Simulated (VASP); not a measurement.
Here is the system:

```
CELL_PARAMETERS angstrom
      6.02533     0.00000     0.00000
      0.00000     6.02533     0.00000
      0.00000     0.00000     6.02533
ATOMIC_POSITIONS crystal
  Cs 0.00000 0.00000 0.00000
  Sn 0.50000 0.50000 0.50000
  I  0.50000 0.00000 0.50000
  I  0.00000 0.50000 0.50000
  I  0.50000 0.50000 0.00000
```

Method: LDA (Ceperley-Alder, Perdew-Zunger), VASP's LDA PAW potentials (set 64) (plane waves; VASP). Numerical set-up: 500 eV cut-off, 4×4×4 Γ-centred mesh, Gaussian smearing of 0.050 eV, potentials Cs_sv Sn_d I.

Energy and stress use the plane-wave basis of the starting cell.

Problem. The ions, cell shape and volume at an external pressure of 5.0 GPa are relaxed. What does this cell relax into?

Solution. 
```
CELL_PARAMETERS angstrom
      5.73515     0.00000     0.00000
      0.00000     5.73515     0.00000
      0.00000     0.00000     5.73515
ATOMIC_POSITIONS crystal
  Cs 0.00000 0.00000 0.00000
  Sn 0.50000 0.50000 0.50000
  I  0.50000 0.00000 0.50000
  I  0.00000 0.50000 0.50000
  I  0.50000 0.50000 0.00000
```
Space group Pm-3m (221), at a tolerance of 0.03 Å.

Problem. How do energy and volume change from the first to the last step?

Solution. The energy (σ→0) changes by +87.9 meV/atom and the volume by -13.8 %, in 3 ionic steps.

```csv
step,E(σ→0) (eV),max force (eV/Å),pressure (GPa),volume (Å³)
1,-16.0042,0.000,0.27,218.75
2,-15.2527,0.000,7.10,180.36
3,-15.5648,0.000,5.02,188.64
```

The compound is CsSnI3 in the cubic perovskite structure, the ideal cubic form; the compound distorts at low or room temperature. This run relaxes it under an external pressure of 5 GPa. Symmetry was kept, so distortions that lower it aren't found.
